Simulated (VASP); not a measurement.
# AlGeIO2 with optPBE-vdW: from relaxation to properties, part 2 of 3

Aim: relax AlGeIO2, then compute properties on the relaxed cell. The cell is invented: it takes the structure of a Materials Project entry for SbPbIO2 (space group 107 there), with some of its atoms replaced by other elements, volume scaled by an estimate. It may not be a known or stable phase.

VASP 6.6.1; optPBE-vdW; plane waves and PAW (I, Ge_d, Al, O); invented cell.

So far, gap on the k-mesh (eV): step 2 (rough relaxation of the start cell) 1.51. The relaxed cell has a = 3.735, c = 12.774 Å (conventional setting).

### Step 3. Relaxing cell and atoms (optPBE-vdW)

Properties are meant for the cell that this level of theory prefers, so cell and atoms are relaxed first (ISIF = 3) until forces and stress are small; EDIFFG sets the threshold.

Contents of INCAR:

```
SYSTEM = AlGeIO2
PREC = Accurate
ENCUT = 520
EDIFF = 1E-06
NELM = 100
ISMEAR = 0
SIGMA = 0.05
LREAL = .FALSE.
ALGO = Normal
GGA = OR
AGGAC = 0
LUSE_VDW = .TRUE.
LASPH = .TRUE.
NBANDS = 24
LORBIT = 11
LWAVE = .FALSE.
LCHARG = .FALSE.
KPAR = 2
IBRION = 2
NSW = 60
ISIF = 3
EDIFFG = -0.01
```

Contents of POSCAR:

```
AlGeIO2
1.0
   -1.8673525287      1.8673525287      6.3871578324
    1.8673525287     -1.8673525287      6.3871578324
    1.8673525287      1.8673525287     -6.3871578324
I Ge Al O
1 1 1 2
Direct
    0.0143277113      0.0143277113      0.0000000000
    0.6579301122      0.6579301122      0.0000000000
    0.2770588401      0.2770588401      0.0000000000
    0.7617421682      0.2617421682      0.5000000000
    0.2617421682      0.7617421682      0.5000000000
```

Contents of KPOINTS:

```
Automatic mesh
0
Gamma
10 10 10
0 0 0
```

The projector-augmented-wave data sets are I, Ge_d, Al and O (PBE family, release 64).

Run with:

```console
> mpirun -np 2 vasp_std
```

The program printed:

```text
[banner, memory and clock lines left out]
running    2 mpi-ranks, on    1 nodes
 distrk:  each k-point on    1 cores,    2 groups
 distr:  one band on    1 cores,    1 groups

 POSCAR found type information on POSCAR I GeAlO
 POSCAR found :  4 types and       5 ions
 [... a notice as in an earlier step ...]

 [... a notice as in an earlier step ...]

 LDA part: xc-table for (Slater+PW92), standard interpolation
 POSCAR, INCAR and KPOINTS ok, starting setup
 FFT: planning ... GRIDC
 FFT: planning ... GRID_SOFT
 FFT: planning ... GRID
 WAVECAR not read
 entering main loop
       N       E                     dE             d eps       ncg     rms          rms(c)
DAV:   1     0.308691614119E+03    0.30869E+03   -0.17182E+04  6016   0.254E+03
DAV:   2     0.226123668729E+02   -0.28608E+03   -0.27462E+03  5664   0.703E+02
DAV:   3    -0.191326935856E+02   -0.41745E+02   -0.41331E+02  6032   0.150E+02
DAV:   4    -0.208946247162E+02   -0.17619E+01   -0.17613E+01  5728   0.364E+01
DAV:   5    -0.209429898785E+02   -0.48365E-01   -0.48362E-01  6504   0.602E+00    0.125E+01
DAV:   6    -0.165789967432E+02    0.43640E+01   -0.18434E+01  6080   0.424E+01    0.500E+00
DAV:   7    -0.165445986484E+02    0.34398E-01   -0.14215E+00  5352   0.774E+00    0.267E+00
DAV:   8    -0.165188483052E+02    0.25750E-01   -0.30349E-01  6096   0.417E+00    0.813E-01
DAV:   9    -0.165114936830E+02    0.73546E-02   -0.35389E-02  7624   0.151E+00    0.376E-01
DAV:  10    -0.165128215874E+02   -0.13279E-02   -0.47186E-03  5536   0.456E-01    0.101E-01
DAV:  11    -0.165131079276E+02   -0.28634E-03   -0.70374E-04  6904   0.176E-01    0.329E-02
DAV:  12    -0.165131441637E+02   -0.36236E-04   -0.10056E-04  5712   0.671E-02    0.244E-02
DAV:  13    -0.165131517144E+02   -0.75507E-05   -0.29119E-05  6720   0.440E-02    0.509E-03
DAV:  14    -0.165131530395E+02   -0.13251E-05   -0.34261E-06  5096   0.129E-02    0.271E-03
DAV:  15    -0.165131533349E+02   -0.29535E-06   -0.37066E-07  4224   0.450E-03
   1 F= -.16513153E+02 E0= -.16513153E+02  d E =-.165132E+02
 curvature:   0.00 expect dE= 0.000E+00 dE for cont linesearch  0.000E+00
 trial: gam= 0.00000 g(F)=  0.208E-03 g(S)=  0.447E-04 ort = 0.000E+00 (trialstep = 0.100E+01)
 search vector abs. value=  0.253E-03
 bond charge predicted
       N       E                     dE             d eps       ncg     rms          rms(c)
DAV:   1    -0.165135775429E+02   -0.42450E-03   -0.41169E-02  6008   0.161E+00    0.122E-01
DAV:   2    -0.165133638719E+02    0.21367E-03   -0.14307E-03  6144   0.320E-01    0.460E-02
DAV:   3    -0.165133297792E+02    0.34093E-04   -0.11926E-04  6224   0.113E-01    0.243E-02
DAV:   4    -0.165133167041E+02    0.13075E-04   -0.31941E-05  7072   0.603E-02    0.980E-03
DAV:   5    -0.165133155018E+02    0.12022E-05   -0.38124E-06  5280   0.168E-02    0.608E-03
DAV:   6    -0.165133154751E+02    0.26699E-07   -0.58470E-07  2936   0.834E-03
   2 F= -.16513315E+02 E0= -.16513315E+02  d E =-.162140E-03
[... from here on, the cycles between the ionic steps are left out ...]
   3 F= -.16513328E+02 E0= -.16513328E+02  d E =-.174274E-03
   4 F= -.16513420E+02 E0= -.16513420E+02  d E =-.923159E-04
   5 F= -.16513422E+02 E0= -.16513422E+02  d E =-.948210E-04
   6 F= -.16513427E+02 E0= -.16513427E+02  d E =-.991545E-04
   7 F= -.16513432E+02 E0= -.16513432E+02  d E =-.104304E-03
   8 F= -.16513481E+02 E0= -.16513481E+02  d E =-.487190E-04
   9 F= -.16513577E+02 E0= -.16513577E+02  d E =-.144743E-03
  10 F= -.16513521E+02 E0= -.16513521E+02  d E =-.895226E-04
  11 F= -.16513595E+02 E0= -.16513595E+02  d E =-.162715E-03
  12 F= -.16513641E+02 E0= -.16513641E+02  d E =-.462997E-04
  13 F= -.16513703E+02 E0= -.16513703E+02  d E =-.108474E-03
  14 F= -.16513726E+02 E0= -.16513726E+02  d E =-.228949E-04
  15 F= -.16513738E+02 E0= -.16513738E+02  d E =-.344451E-04
  16 F= -.16513730E+02 E0= -.16513730E+02  d E =-.273278E-04
 curvature:  16.38 expect dE= 0.245E-02 dE for cont linesearch  0.861E-04
 ZBRENT: bracketing found
 ZBRENT: interpolating
 opt :   1.0853  next Energy=   -16.513739 (dE=-0.357E-04)
 bond charge predicted
       N       E                     dE             d eps       ncg     rms          rms(c)
DAV:   1    -0.165137417735E+02   -0.11184E-04   -0.55139E-03  4928   0.467E-01    0.262E-02
DAV:   2    -0.165137436017E+02   -0.18282E-05   -0.14278E-04  6272   0.806E-02    0.117E-02
DAV:   3    -0.165137406209E+02    0.29808E-05   -0.96918E-06  6136   0.279E-02    0.434E-03
DAV:   4    -0.165137400591E+02    0.56178E-06   -0.88343E-07  4136   0.954E-03
  17 F= -.16513740E+02 E0= -.16513740E+02  d E =-.369582E-04
 curvature:  -0.24 expect dE=-0.673E-05 dE for cont linesearch -0.330E-07
 trial: gam= 0.48700 g(F)=  0.108E-04 g(S)=  0.172E-04 ort = 0.617E-05 (trialstep = 0.579E+00)
 search vector abs. value=  0.998E-04
 reached required accuracy - stopping structural energy minimisation
```

Run time: 40 min. Hardware: 2 MPI ranks of Intel Xeon 6975P-C (Granite Rapids), shared host; peak memory 2.6 GiB; 81 min of CPU time.

Parts of OUTCAR (step 3):

```text
  LATTYP: Found a body centered tetragonal cell.
 ALAT       =     3.7347050574
 C/A-ratio  =     3.4204349389

The static configuration has the point symmetry C_4v.

 Found    102 irreducible k-points:

   k-points           NKPTS =    102   k-points in BZ     NKDIM =    102   number of bands    NBANDS=     24

   dimension x,y,z NGX =    54 NGY =   54 NGZ =   54
   dimension x,y,z NGXF=   108 NGYF=  108 NGZF=  108

   ENCUT  =  520.0 eV  38.22 Ry    6.18 a.u.  12.85 12.85 12.85*2*pi/ulx,y,z

   NELECT =      36.0000    total number of electrons

 E-fermi :   5.2541

 k-point     1 :       0.0000    0.0000    0.0000
  band No.  band energies     occupation
    ...
     14       2.0790      2.00000
     15       2.1248      2.00000
     16       3.1232      2.00000
     17       4.2338      2.00000
     18       4.2338      2.00000
     19       6.5223      0.00000
     20       7.8039      0.00000
     21       9.5517      0.00000
     22       9.5517      0.00000
     23      11.1329      0.00000
    ...

 k-point     2 :       0.1000    0.0000    0.0000
  band No.  band energies     occupation
    ...
     14       1.9748      2.00000
     15       2.3387      2.00000
     16       3.2010      2.00000
     17       4.1635      2.00000
     18       4.2937      2.00000
     19       6.6709      0.00000
     20       8.1238      0.00000
     21       9.3862      0.00000
     22       9.5254      0.00000
     23      10.9203      0.00000
    ...

Total vdW correction in eV:      7.0396088

  Total        0.0189037      0.0189037      0.0327079      0.0000000     -0.0000000      0.0000000
  in kB        0.3397854      0.3397854      0.5879110      0.0000000     -0.0000000      0.0000000
  external PRESSURE =       0.4224940 kB  Pullay stress =       0.0000000 kB

  energy-cutoff  :      520.00
  volume of cell :       89.14
      direct lattice vectors                 reciprocal lattice vectors
    -1.869934704  1.869934704  6.372928043     0.000000000  0.267389016  0.078456872
     1.869934704 -1.869934704  6.372928043     0.267389016  0.000000000  0.078456872
     1.869934704  1.869934704 -6.372928043     0.267389016  0.267389016  0.000000000

 POSITION                                       TOTAL-FORCE (eV/Angst)
 -----------------------------------------------------------------------------------
      0.00000      0.00000      0.19804        -0.000000     -0.000000      0.009500
      0.00000      0.00000      8.39186         0.000000      0.000000     -0.004027
      0.00000      0.00000      3.51101        -0.000000     -0.000000      0.006638
     -0.00000      1.86993      3.33560         0.000000     -0.000000     -0.006056
      1.86993     -0.00000      3.33560        -0.000000      0.000000     -0.006056
 -----------------------------------------------------------------------------------
    total drift:                                0.000000      0.000000      0.000784

  FREE ENERGIE OF THE ION-ELECTRON SYSTEM (eV)
  ---------------------------------------------------
  free  energy   TOTEN  =       -16.5137400591 eV

  energy  without entropy=      -16.5137400591  energy(sigma->0) =      -16.51374006

Total vdW correction in eV:      7.0396121

 total charge
# of ion       s       p       d       tot
------------------------------------------
    1        1.523   2.794   0.019   4.336
    2        1.408   0.596  10.054  12.058
    3        0.297   0.333   0.000   0.630
    4        1.556   3.507   0.000   5.063
    5        1.556   3.507   0.000   5.063
--------------------------------------------------
tot          6.341  10.736  10.073  27.150

[... 2 parts as in an earlier step ...]

[... 7 further parts left out ...]
```

CONTCAR:

```
AlGeIO2
   1.00000000000000
    -1.8699347036870506    1.8699347036870506    6.3729280431814281
     1.8699347036870506   -1.8699347036870506    6.3729280431814281
     1.8699347036870506    1.8699347036870506   -6.3729280431814281
  I               Ge              Al              O
     1     1     1     2
Direct
     0.0155372483875737    0.0155372483875737    0.0000000000000000
     0.6583990130546296    0.6583990130546296    0.0000000000000000
     0.2754632352102687    0.2754632352102687    0.0000000000000000
     0.7617007516737626    0.2617007516737625    0.5000000000000000
     0.2617007516737625    0.7617007516737626    0.5000000000000000
```

The steps of the relaxation:

| step | energy less that of the first step (eV) | largest force (eV/Å) | pressure (GPa) | volume (Å³) |
| --- | --- | --- | --- | --- |
| 1 | 0.0000 | 0.0500 | -0.06 | 89.09 |
| 2 | -0.0002 | 0.0211 | 0.07 | 89.00 |
| 3 | -0.0002 | 0.0190 | 0.12 | 88.97 |
| 4 | -0.0003 | 0.0226 | -0.05 | 89.05 |
| 5 | -0.0003 | 0.0224 | 0.04 | 89.06 |
| 6 | -0.0003 | 0.0226 | -0.02 | 89.06 |
| 7 | -0.0003 | 0.0237 | -0.04 | 89.08 |
| 8 | -0.0003 | 0.0195 | 0.02 | 89.08 |
| 9 | -0.0004 | 0.0270 | 0.08 | 89.06 |
| 10 | -0.0004 | 0.0498 | 0.22 | 89.02 |
| 11 | -0.0004 | 0.0341 | 0.09 | 89.05 |
| 12 | -0.0005 | 0.0287 | 0.04 | 89.08 |
| 13 | -0.0006 | 0.0167 | -0.06 | 89.16 |
| 14 | -0.0006 | 0.0129 | 0.04 | 89.15 |
| 15 | -0.0006 | 0.0099 | 0.06 | 89.14 |
| 16 | -0.0006 | 0.0095 | 0.12 | 89.12 |
| 17 | -0.0006 | 0.0095 | 0.04 | 89.14 |

| conventional cell, symmetrised | before | after | change |
| --- | --- | --- | --- |
| a (Å) | 3.735 | 3.740 | +0.1 % |
| b (Å) | 3.735 | 3.740 | +0.1 % |
| c (Å) | 12.774 | 12.746 | -0.2 % |
| volume (Å³/atom) | 17.82 | 17.83 | +0.1 % |

The atoms that moved most (Å, as changes of fractional coordinates times the final cell):

| atom | dx | dy | dz | length |
| --- | --- | --- | --- | --- |
| Al3 | 0.000 | 0.000 | -0.020 | 0.020 |
| I1 | 0.000 | 0.000 | 0.015 | 0.015 |
| Ge2 | 0.000 | 0.000 | 0.006 | 0.006 |

The relaxed structure:

```
I Ge Al O
1.0
    -1.86993    1.86993    6.37293
     1.86993   -1.86993    6.37293
     1.86993    1.86993   -6.37293
I Ge Al O
1 1 1 2
Direct
  0.01554 0.01554 0.00000
  0.65840 0.65840 0.00000
  0.27546 0.27546 0.00000
  0.76170 0.26170 0.50000
  0.26170 0.76170 0.50000
```

This step gave:

| Item | Value |
| --- | --- |
| irreducible k-points | 102 |
| Fermi energy | 5.254 eV |
| pressure | 0.04225 GPa |
| least direct gap at k | 0, 0, 0 |
| SCF cycles over all ionic steps | 83 |
| gap on the k-mesh | 1.516 eV |
| least direct gap on the k-mesh | 2.289 eV |

It ends with a largest force of 0.009 eV/Å and a pressure of 0.04 GPa.

### Step 4. Single point with fields (optPBE-vdW)

The relaxed cell gets a fresh self-consistent run, on a basis set for its own volume, to fix the density and to check the remaining stress.

Edit INCAR of step 3 so:

```diff
@@ -16,7 +16,5 @@
 LWAVE = .FALSE.
-LCHARG = .FALSE.
-KPAR = 2
-IBRION = 2
-NSW = 60
-ISIF = 3
-EDIFFG = -0.01
+LCHARG = .TRUE.
+ISIF = 2
+LELF = .TRUE.
+LVHAR = .TRUE.
```

Contents of POSCAR:

```
AlGeIO2
1.0
   -1.8699347037      1.8699347037      6.3729280432
    1.8699347037     -1.8699347037      6.3729280432
    1.8699347037      1.8699347037     -6.3729280432
I Ge Al O
1 1 1 2
Direct
    0.0155372484      0.0155372484      0.0000000000
    0.6583990131      0.6583990131      0.0000000000
    0.2754632352      0.2754632352      0.0000000000
    0.7617007517      0.2617007517      0.5000000000
    0.2617007517      0.7617007517      0.5000000000
```

KPOINTS is that of step 3.

Run with:

```console
> mpirun -np 2 vasp_std
```

The program printed:

```text
[banner, memory and clock lines left out]
running    2 mpi-ranks, on    1 nodes
 distrk:  each k-point on    2 cores,    1 groups
 distr:  one band on    1 cores,    2 groups

 POSCAR found type information on POSCAR I GeAlO
 POSCAR found :  4 types and       5 ions
 [... a notice as in an earlier step ...]

 [... a notice as in an earlier step ...]

 LDA part: xc-table for (Slater+PW92), standard interpolation
 POSCAR, INCAR and KPOINTS ok, starting setup
 FFT: planning ... GRIDC
 FFT: planning ... GRID_SOFT
 FFT: planning ... GRID
 WAVECAR not read
 entering main loop
       N       E                     dE             d eps       ncg     rms          rms(c)
DAV:   1     0.313979107157E+03    0.31398E+03   -0.17072E+04  6000   0.254E+03
DAV:   2     0.231201839241E+02   -0.29086E+03   -0.27849E+03  5728   0.717E+02
DAV:   3    -0.190675133876E+02   -0.42188E+02   -0.41800E+02  5968   0.151E+02
DAV:   4    -0.208723558579E+02   -0.18048E+01   -0.18042E+01  5872   0.368E+01
DAV:   5    -0.209216470195E+02   -0.49291E-01   -0.49288E-01  6456   0.607E+00    0.125E+01
DAV:   6    -0.165798975696E+02    0.43417E+01   -0.18468E+01  6104   0.425E+01    0.501E+00
DAV:   7    -0.165442955746E+02    0.35602E-01   -0.14166E+00  5344   0.776E+00    0.267E+00
DAV:   8    -0.165193256602E+02    0.24970E-01   -0.30317E-01  6144   0.416E+00    0.814E-01
DAV:   9    -0.165120938164E+02    0.72318E-02   -0.35105E-02  7568   0.150E+00    0.379E-01
DAV:  10    -0.165134418305E+02   -0.13480E-02   -0.46919E-03  5512   0.455E-01    0.101E-01
DAV:  11    -0.165137290281E+02   -0.28720E-03   -0.71577E-04  6832   0.177E-01    0.328E-02
DAV:  12    -0.165137669633E+02   -0.37935E-04   -0.10288E-04  5760   0.678E-02    0.248E-02
DAV:  13    -0.165137744215E+02   -0.74582E-05   -0.29317E-05  6704   0.441E-02    0.514E-03
DAV:  14    -0.165137758766E+02   -0.14551E-05   -0.35076E-06  5048   0.129E-02    0.272E-03
DAV:  15    -0.165137761774E+02   -0.30085E-06   -0.36348E-07  4296   0.447E-03
   1 F= -.16513776E+02 E0= -.16513776E+02  d E =-.108387E-13
```

Wall time 3.8 min (2 MPI ranks); peak memory 1.5 GiB; 7.5 min of CPU time.

From OUTCAR (step 4):

```text
  LATTYP: Found a body centered tetragonal cell.
 ALAT       =     3.7398694074
 C/A-ratio  =     3.4081019142

The static configuration has the point symmetry C_4v.

 Found    102 irreducible k-points:

   ENCUT  =  520.0 eV  38.22 Ry    6.18 a.u.  12.83 12.83 12.83*2*pi/ulx,y,z

   NELECT =      36.0000    total number of electrons

 E-fermi :   5.2542

 k-point     1 :       0.0000    0.0000    0.0000
  band No.  band energies     occupation
    ...
     14       2.0790      2.00000
     15       2.1248      2.00000
     16       3.1231      2.00000
     17       4.2338      2.00000
     18       4.2338      2.00000
     19       6.5222      0.00000
     20       7.8039      0.00000
     21       9.5517      0.00000
     22       9.5517      0.00000
     23      11.1327      0.00000
    ...

 k-point     2 :       0.1000   -0.0000    0.0000
  band No.  band energies     occupation
    ...
     14       1.9749      2.00000
     15       2.3387      2.00000
     16       3.2010      2.00000
     17       4.1635      2.00000
     18       4.2936      2.00000
     19       6.6708      0.00000
     20       8.1238      0.00000
     21       9.3862      0.00000
     22       9.5255      0.00000
     23      10.9202      0.00000
    ...

Total vdW correction in eV:      7.0395922

  Total        0.0302147      0.0302147      0.0457268      0.0000000      0.0000000      0.0000000
  in kB        0.5430964      0.5430964      0.8219192      0.0000000      0.0000000      0.0000000
  external PRESSURE =       0.6360373 kB  Pullay stress =       0.0000000 kB

 POSITION                                       TOTAL-FORCE (eV/Angst)
 -----------------------------------------------------------------------------------
      0.00000      0.00000      0.19804        -0.000000     -0.000000      0.009009
      0.00000      0.00000      8.39186        -0.000000     -0.000000     -0.003719
      0.00000      0.00000      3.51101         0.000000      0.000000      0.006537
      0.00000      1.86993      3.33560         0.000000      0.000000     -0.005914
      1.86993      0.00000      3.33560        -0.000000     -0.000000     -0.005914
 -----------------------------------------------------------------------------------
    total drift:                                0.000000      0.000000      0.001485

  FREE ENERGIE OF THE ION-ELECTRON SYSTEM (eV)
  ---------------------------------------------------
  free  energy   TOTEN  =       -16.5137761774 eV

  energy  without entropy=      -16.5137761774  energy(sigma->0) =      -16.51377618

Total vdW correction in eV:      7.0396041

[... 5 parts as in an earlier step ...]

[... 7 further parts left out ...]
```

This step gave:

```
SCF cycles                     : 15
pressure                       : 0.06360 GPa
least direct gap on the k-mesh : 2.288 eV
```

Valence electrons inside each PAW sphere by angular momentum. Sphere charges, by row:

| atom | s (e) | p (e) | d (e) | tot (e) |
| --- | --- | --- | --- | --- |
| I1 | 1.523 | 2.794 | 0.019 | 4.336 |
| Ge2 | 1.408 | 0.596 | 10.05 | 12.06 |
| Al3 | 0.297 | 0.333 | 0 | 0.63 |
| O4 | 1.556 | 3.507 | 0 | 5.063 |
| O5 | 1.556 | 3.507 | 0 | 5.063 |

Electrostatic potential energy in the ac plane of the conventional cell at fractional y = 0.000, with atoms of I and Ge and Al and O within 0.2 Å of it. With pseudopotentials it is smooth inside the atoms' cores, unlike the true potential.

Ten even steps from '0' (-81 eV) to '9' (4 eV), each cell a mean:
```
01479999998621
78999999999988
99999999999999
99999999999999
99999876799999
99999533379999
67899865689876
23579999998643
23579999998643
66899999999876
99999999999999
99999999999999
99999999999999
99999999999999
99999999999999
78899999999987
12689876798742
00478533378720
56789865689875
89999999999999
99999999999999
77899999999987
01379999998621
00058999997300
```
Columns run along a (3.7 Å; values clipped at the 3rd and 97th percentile), rows up along c (12.7 Å), edges of the conventional cell, whose origin can differ from the input's. Atoms in or near the plane, at fractional coordinates: I at (0.00, 0.02), Ge at (0.00, 0.66), Al at (0.00, 0.28), O at (0.50, 0.76), O at (0.50, 0.26).

ELF in the ac plane of the conventional cell at fractional y = 0.000, with atoms of I and Ge and Al and O within 0.2 Å of it. It is the smooth field of the valence electrons, not physical close to the nuclei.

Ten even steps from '0' (0.01) to '9' (0.88), each cell a mean:
```
89999621379999
99986310147899
55321000001245
00002355431000
00036888885200
11148975897311
33336888875333
43443344433443
64553100024644
66652100013566
44311000001234
00000000000000
00000000000000
00000000000000
00000000000000
11234555544311
00378988888620
00479965798620
01257888886410
22112344432112
76421000001356
99875200136899
88998510379998
57999721489986
```
Columns run along a (3.7 Å), rows up along c (12.7 Å), edges of the conventional cell, whose origin can differ from the input's. Atoms in or near the plane, at fractional coordinates: I at (0.00, 0.02), Ge at (0.00, 0.66), Al at (0.00, 0.28), O at (0.50, 0.76), O at (0.50, 0.26).

Valence density in the ac plane of the conventional cell at fractional y = 0.000, with atoms of I and Ge and Al and O within 0.2 Å of it. It is the smooth field of the valence electrons, not physical close to the nuclei.

Ten steps, logarithmic in the rise over the least value, from '0' (0 e/Å³) to '9' (13 e/Å³), each cell a mean:
```
44444333334444
44433333333444
33333333333333
33333333333333
33334566644333
33345788864333
55444567654445
99744444444579
99743333334589
65443333333456
33333333333333
33333333333333
33333333333333
33333333333333
33333333333333
33333333333333
33344566654333
33345788865433
33344567654333
33333344433333
33333333333333
44443333333444
44444333334444
03444333344442
```
Columns run along a (3.7 Å), rows up along c (12.7 Å), edges of the conventional cell, whose origin can differ from the input's. Atoms in or near the plane, at fractional coordinates: I at (0.00, 0.02), Ge at (0.00, 0.66), Al at (0.00, 0.28), O at (0.50, 0.76), O at (0.50, 0.26).

In this run the pressure is 0.06 GPa, small enough to go on.

[end of part 2 of 3]

[Lines on the potential files, build, host, timing and source positions are cut from VASP's logs without a mark.]

[Logs are printed without paths, hosts, clocks, repeated set-up lines and the standing remarks that a program may print on its own settings, such as how far it seeks lower states.]

[Hosts, paths, dates, database ids (printed as entryN), source tags and the programs' standing remarks are cut or masked in the printed files.]

[A measured line is paired with the nearest computed mode of its activity, which favours agreement.]
